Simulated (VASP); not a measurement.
All values below come from LDA (Ceperley-Alder, Perdew-Zunger), VASP's LDA PAW potentials (set 64) (plane waves; VASP).

VASP ran on this input.

**KPOINTS**
```
Automatic mesh
0
Gamma
9 9 9
0 0 0
```

File POSCAR:
```
GaP
1.0
  0.0000000000   2.6162036502   2.6162036502
  2.6162036502   0.0000000000   2.6162036502
  2.6162036502   2.6162036502   0.0000000000
Ga P
1 1
Cartesian
  0.0000000000   0.0000000000   0.0000000000
  1.3081018251   1.3081018251   1.3081018251
```

**INCAR**
```
ALGO=Normal
EDIFF=1E-6
EDIFFG=-0.02
ENCUT=500
IBRION=2
ISIF=3
ISMEAR=0
LASPH=T
LCHARG=F
LMAXMIX=4
LREAL=F
LWAVE=F
NELM=100
NSW=40
PREC=Accurate
PSTRESS=200
SIGMA=0.05
SYSTEM=GaP
```

POTCAR, in this order: Ga_d P (LDA.64 set). Program: vasp_std.

Energy and stress use the plane-wave basis of the starting cell.

Q: What does the run give for the energy per atom (σ→0), volume per atom?

A: 
| Item | Result |
|---|---|
| energy per atom (σ→0) | -5.071 eV/atom |
| volume per atom | 16.75 Å³/atom |

OSZICAR:
```
...
       N       E                     dE             d eps       ncg     rms          rms(c)
DAV:   1    -0.101419531841E+02    0.70294E-02   -0.64633E-03  1230   0.194E+00    0.137E-01
DAV:   2    -0.101415408483E+02    0.41234E-03   -0.73661E-04  1160   0.816E-01    0.600E-02
DAV:   3    -0.101414414753E+02    0.99373E-04   -0.95400E-05  1225   0.249E-01    0.155E-02
DAV:   4    -0.101414309912E+02    0.10484E-04   -0.12158E-05  1160   0.538E-02    0.553E-03
DAV:   5    -0.101414296577E+02    0.13336E-05   -0.49365E-07   475   0.115E-02    0.188E-03
DAV:   6    -0.101414295931E+02    0.64611E-07   -0.18826E-07   455   0.650E-03
   4 F= -.59590158E+01 E0= -.59590158E+01  d E =-.758321E-01
```

The compound is GaP in the zinc blende structure. This run relaxes it under an external pressure of 20 GPa. Symmetry was kept, so distortions that lower it aren't found.
